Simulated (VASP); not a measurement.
All values below come from PBE GGA, VASP's PBE PAW potentials (set 64) (plane waves; VASP).

The input files of a VASP run:

**INCAR**
```
! general
SYSTEM =FeAl
PREC   =Accurate
ENCUT  =520   ! plane-wave cut-off (eV)
LREAL  =F
LASPH  =T   ! aspherical one-centre terms
ICHARG =11   ! fixed density

! electronic loop
EDIFF  =1E-7   ! SCF stop (eV)
NELM   =100   ! most electronic steps
ALGO   =Normal
LMAXMIX=4   ! l cut-off of mixed one-centre charges

! smearing
ISMEAR =0   ! Gaussian
SIGMA  =0.05   ! width (eV)

! functional
GGA    =PE

! output
LWAVE  =F
LCHARG =F
LORBIT =11   ! lm-projected
```

KPOINTS:
```
k-points along high-symmetry lines
15
Line-mode
Reciprocal
  0.000000   0.000000   0.000000 ! GAMMA
  0.000000   0.500000   0.000000 ! X

  0.000000   0.500000   0.000000 ! X
  0.500000   0.500000   0.000000 ! M

  0.500000   0.500000   0.000000 ! M
  0.000000   0.000000   0.000000 ! GAMMA

  0.000000   0.000000   0.000000 ! GAMMA
  0.500000   0.500000   0.500000 ! R

  0.500000   0.500000   0.500000 ! R
  0.000000   0.500000   0.000000 ! X

  0.500000   0.500000   0.500000 ! R
  0.500000   0.500000   0.000000 ! M
```

File POSCAR:
```
FeAl
1.0
  2.8685515949   0.0000000000   0.0000000000
  0.0000000000   2.8685515949   0.0000000000
  0.0000000000   0.0000000000   2.8685515949
Al Fe
1 1
Cartesian
  1.4342757975   1.4342757975   1.4342757975
  0.0000000000   0.0000000000   0.0000000000
```

POTCAR, in this order: Al Fe (PBE.64 set). Program: vasp_std. Read from the step before: CHGCAR.

Output of the run:

### OUTCAR
```
 ion  position               nearest neighbor table
   1  0.500  0.500  0.500-   2 2.48   2 2.48   2 2.48   2 2.48   2 2.48   2 2.48   2 2.48   2 2.48
  LATTYP: Found a simple cubic cell.
 ALAT       =     2.8685515949
 Subroutine PRICEL returns:
 Original cell was already a primitive cell.
 Subroutine GETGRP returns: Found 48 space group operations
The static configuration has the point symmetry O_h .
The dynamic configuration has the point symmetry O_h .
 Subroutine INISYM returns: Found 48 space group operations
   k-points           NKPTS =     90   k-points in BZ     NKDIM =     90   number of bands    NBANDS=      9
   number of dos      NEDOS =    301   number of ions     NIONS =      2
   total plane-waves  NPLWV =  13824
   dimension x,y,z NGX =    24 NGY =   24 NGZ =   24
   dimension x,y,z NGXF=    48 NGYF=   48 NGZF=   48
   ions per type =               1   1
   PREC   = accura    normal or accurate (medium, high low for compatibility)
   ISTART =      0    job   : 0-new  1-cont  2-samecut
   ICHARG =     11    charge: 1-file 2-atom 10-const
   ISPIN  =      1    spin polarized calculation?
   LNONCOLLINEAR =      F non collinear calculations
   LSORBIT =      F    spin-orbit coupling
   INIWAV =      1    electr: 0-lowe 1-rand  2-diag
   ENCUT  =  520.0 eV  38.22 Ry    6.18 a.u.   5.33  5.33  5.33*2*pi/ulx,y,z
   NELM   =    100;   NELMIN=  2; NELMDL= -5     # of ELM steps
   EDIFF  = 0.1E-06   stopping-criterion for ELM
   LREAL  =      F    real-space projection
   NLSPLINE    = F    spline interpolate recip. space projectors
   LMAXMIX     =    4 max onsite mixed and CHGCAR
   VOSKOWN=      0    Vosko Wilk Nusair interpolation
   EDIFFG = 0.1E-05   stopping-criterion for IOM
   NSW    =      0    number of steps for IOM
   NBLOCK =      1;   KBLOCK =      1    inner block; outer block
   IBRION =     -1    ionic relax: 0-MD 1-quasi-New 2-CG
   NFREE  =      0    steps in history (QN), initial steepest desc. (CG)
   ISIF   =      2    stress and relaxation
   ISYM   =      2    0-nonsym 1-usesym 2-fastsym
   TEIN   =    0.0    initial temperature
   TEBEG  =    0.0;   TEEND  =   0.0 temperature during run
   SMASS  =  -3.00    Nose mass-parameter (am)
...
```

File OSZICAR:
```
       N       E                     dE             d eps       ncg     rms          rms(c)
DAV:   1     0.338587926850E+02    0.33859E+02   -0.51536E+03  1636   0.126E+03
DAV:   2    -0.109316647718E+02   -0.44790E+02   -0.42240E+02  1620   0.181E+02
DAV:   3    -0.119131993090E+02   -0.98153E+00   -0.97446E+00  2151   0.372E+01
DAV:   4    -0.119257354351E+02   -0.12536E-01   -0.12532E-01  2002   0.359E+00
DAV:   5    -0.119260630219E+02   -0.32759E-03   -0.32757E-03  1985   0.505E-01
DAV:   6    -0.119260790195E+02   -0.15998E-04   -0.15998E-04  2102   0.981E-02
DAV:   7    -0.119260794381E+02   -0.41861E-06   -0.41778E-06  2016   0.123E-02
DAV:   8    -0.119260794618E+02   -0.23755E-07   -0.24262E-07  1542   0.237E-03
   1 F= -.11926079E+02 E0= -.11925646E+02  d E =-.867496E-03
```

File OUTCAR:
```
 val. band max:        8.3590080263   @ k =   0.3929   0.5000   0.3929

 cond. band min:       8.4823118416   @ k =   0.4286   0.4286   0.4286



 k-point     1 :       0.0000    0.0000    0.0000
  band No.  band energies     occupation
      1      -2.3617      2.00000
      2       5.7394      2.00000
      3       5.7394      2.00000
      4       8.1127      2.00000
      5       8.1127      2.00000
      6       8.1127      2.00000
      7      14.4892      0.00000
      8      14.4892      0.00000
      9      14.4892      0.00000

 k-point     2 :       0.0000    0.0357    0.0000
  band No.  band energies     occupation
      1      -2.3376      2.00000
      2       5.7370      2.00000
      3       5.7469      2.00000
      4       8.0969      2.00000
      5       8.0969      2.00000
      6       8.1142      2.00000
      7      14.2400      0.00000
      8      14.5250      0.00000
      9      14.5250      0.00000

 k-point     3 :       0.0000    0.0714    0.0000
  band No.  band energies     occupation
      1      -2.2655      2.00000
      2       5.7278      2.00000
      3       5.7692      2.00000
      4       8.0511      2.00000
      5       8.0511      2.00000
      6       8.1189      2.00000
      7      13.6571      0.00000
      8      14.6313      0.00000
      9      14.6313      0.00000

 k-point     4 :       0.0000    0.1071    0.0000
  band No.  band energies     occupation
      1      -2.1457      2.00000
      2       5.7062      2.00000
      3       5.8054      2.00000
      4       7.9794      2.00000
      5       7.9794      2.00000
      6       8.1265      2.00000
      7      12.9518      0.00000
      8      14.8040      0.00000
      9      14.8040      0.00000

 k-point     5 :       0.0000    0.1429    0.0000
  band No.  band energies     occupation
      1      -1.9788      2.00000
      2       5.6622      2.00000
      3       5.8541      2.00000
      4       7.8876      2.00000
...
```

The density is held fixed in this step, so its total energy and stress have no physical meaning.

The compound is FeAl in the CsCl type structure. It was relaxed first. The run is not spin-polarised, so no magnetic state was tried. The electron count is odd and the run is not spin-polarised, which forces a metal.
